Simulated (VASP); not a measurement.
A cell of Tm (hcp) near equilibrium:

```
Tm
1.0
    1.77821    -3.07996     0.00000
    1.77821     3.07996     0.00000
    0.00000     0.00000     5.52227
Tm
2
Direct
  0.33333   0.66667   0.25000
  0.66667   0.33333   0.75000
```

All values below come from r2SCAN meta-GGA, VASP's PBE PAW potentials (set 64) (plane waves; VASP 6.6.1).

The 4f electrons are frozen in the core of the lanthanide potential, so 4f levels, which can set the real gap, and their magnetism are missing.

```tsv
run	ΔE (meV/atom)	σxx	σyy	σzz	largest shear component, with its sign (GPa)	largest force (eV/Å)
as it is	0.0	0.10	0.10	-0.21	0.00	0.000
after one change	16.0	3.37	3.37	2.77	0.00	0.000
```
Stress is in GPa, positive when the cell is compressed.

Problem. Name the change that produced these shifts.
(A) atom 2 (Tm) moved by 0.025 Å along z
(B) biaxial strain of -0.5 % in the yz plane
(C) isotropic strain of -2.0 %
(D) biaxial strain of -2.0 % in the yz plane

Solution. C, isotropic strain of -2.0 %

The compound is Tm in the hcp structure.
